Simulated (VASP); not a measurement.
OSZICAR of a VASP run on KMgF$_{3}$ (cubic perovskite):

OSZICAR:
```
       N       E                     dE             d eps       ncg     rms          rms(c)
DAV:   1     0.258435485327E+03    0.25844E+03   -0.18056E+04   800   0.159E+03
DAV:   2    -0.176203559014E+02   -0.27606E+03   -0.26588E+03  1052   0.407E+02
DAV:   3    -0.289027790771E+02   -0.11282E+02   -0.11254E+02   956   0.819E+01
DAV:   4    -0.292567028682E+02   -0.35392E+00   -0.35344E+00  1376   0.132E+01
DAV:   5    -0.292580736263E+02   -0.13708E-02   -0.13707E-02   928   0.800E-01    0.880E+00
DAV:   6    -0.271948903565E+02    0.20632E+01   -0.86392E+00   916   0.235E+01    0.424E+00
DAV:   7    -0.271471457040E+02    0.47745E-01   -0.28799E-01  1048   0.364E+00    0.288E+00
DAV:   8    -0.271139624614E+02    0.33183E-01   -0.64796E-02   964   0.277E+00    0.348E-01
DAV:   9    -0.271124239775E+02    0.15385E-02   -0.14313E-02  1040   0.897E-01    0.989E-02
DAV:  10    -0.271125042188E+02   -0.80241E-04   -0.90079E-04  1072   0.214E-01    0.238E-02
DAV:  11    -0.271125017267E+02    0.24921E-05   -0.19541E-05   984   0.432E-02    0.135E-02
DAV:  12    -0.271125007013E+02    0.10253E-05   -0.57953E-06  1000   0.214E-02    0.160E-03
DAV:  13    -0.271125007197E+02   -0.18376E-07   -0.22058E-07   900   0.288E-03
   1 F= -.27112501E+02 E0= -.27112501E+02  d E =-.490678E-12
```

**Question.** Which electronic solver shows in the log?

**Answer.** It is blocked Davidson (ALGO = Normal, or the opening steps of other solvers). The INCAR had ALGO = Normal.

**Question.** Can the final energy be trusted as converged?

**Answer.** The run converged. It stopped with EDIFF = 1E-7, NELM = 100 (LDA (Ceperley-Alder, Perdew-Zunger), plane waves, VASP's LDA PAW potentials (set 64)).

The compound is KMgF3 in the cubic perovskite structure. This cell is one point of a volume scan, at 0.97 of the reference volume.
